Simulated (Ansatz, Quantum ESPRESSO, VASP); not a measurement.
# Ca3Lu: energy against volume and a worked fit

```
Lu Ca
1.0
     5.36177    0.00000    0.00000
     0.00000    5.36177    0.00000
     0.00000    0.00000    5.36177
Lu Ca
1 3
Cartesian
  2.6809 2.6809 2.6809
  0.0000 0.0000 2.6809
  0.0000 2.6809 0.0000
  2.6809 0.0000 0.0000
```

The cell comes from a database or a generator and needn't be the stable form of this composition.

The cell was scaled at fixed shape and fractions and run with Ansatz, Ansatz PAW, cutoff 420 eV; PBE, k mesh 5 × 5 × 5 on the cell of 4 atoms, fermi-dirac occupations of 0.05 eV, no spin polarisation, no spin-orbit coupling. Energies are those that the program minimises, any entropy of the smearing included. For a metal such a mesh isn't converged to the digits shown.

```csv
V (Å³/atom),energy over the lowest row (meV/atom)
36.2238,10.311
36.9945,4.405
37.7652,1.036
38.5359,0.000
39.3066,1.120
40.0774,?
40.8481,9.134
```

Q: Fit the third-order Birch-Murnaghan form, give V0, B0 and B′, and predict the energy left open.

A: With y = (V0/V)^(2/3), E = E0 + (9 V0 B0/16) [(y - 1)³ B′ + (y - 1)² (6 - 4y)]. Least squares through the rows shown give V0 = 38.5104 Å³/atom, E0 = 0.001 meV, B0 = 22.38 GPa (1 eV/Å³ = 160.218 GPa) and B′ = 3.13, with a largest miss of 0.002 meV. At V = 40.0774 the form with these constants gives 4.215 meV; the run gave 4.214 meV an atom. Other set-ups at this level, from all their volumes (Å³/atom, GPa): Quantum ESPRESSO, SSSP 1.3 efficiency PBE: V0 38.504, B0 22.4; VASP, PBE PAW files Ca_sv, Lu, 520 eV: V0 38.607, B0 22.36.
